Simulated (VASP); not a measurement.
```
BaF2
1.0
    0.00000     3.14422     3.14422
    3.14422     0.00000     3.14422
    3.14422     3.14422     0.00000
Ba F
1 2
Direct
  0.00000   0.00000   0.00000
  0.25000   0.25000   0.25000
  0.75000   0.75000   0.75000
```

Method: PBE GGA, VASP's PBE PAW potentials (set 64) (plane waves; VASP). Numerical set-up: 520 eV cut-off, Gaussian smearing of 0.050 eV, potentials Ba_sv F.

Unless said otherwise, spin-orbit coupling is left out, though it shifts the bands of the heavy elements here.

Give the energies of bands 7 to 15 at the high-symmetry points, in eV from the valence-band maximum.

| band | Γ | X | U | L | W |
|---|---|---|---|---|---|
| 7 | -1.37 | -1.42 | -1.20 | -0.99 | -1.14 |
| 8 | -1.37 | -0.35 | -0.54 | -0.99 | -0.62 |
| 9 | -1.37 | -0.35 | -0.47 | -0.62 | -0.34 |
| 10 | -0.06 | -0.31 | -0.36 | -0.35 | -0.34 |
| 11 | -0.06 | -0.31 | -0.16 | -0.17 | -0.26 |
| 12 | -0.06 | -0.09 | -0.15 | -0.17 | -0.14 |
| 13 | 6.57 | 7.16 | 7.44 | 8.84 | 7.46 |
| 14 | 9.02 | 8.78 | 9.12 | 8.99 | 9.58 |
| 15 | 9.02 | 10.40 | 9.71 | 8.99 | 9.61 |

The gap is indirect, 6.57 eV, from the valence maximum at K-Γ at 0.43 to the conduction minimum at Γ.

Measured: gap 10.50 eV (computed value off by -3.93 eV), as given by Andrés Aguado et al., Journal of the Physical Society of Japan (1999), arXiv:cond-mat/9901145.

The compound is BaF2 in the fluorite structure. It was relaxed first.
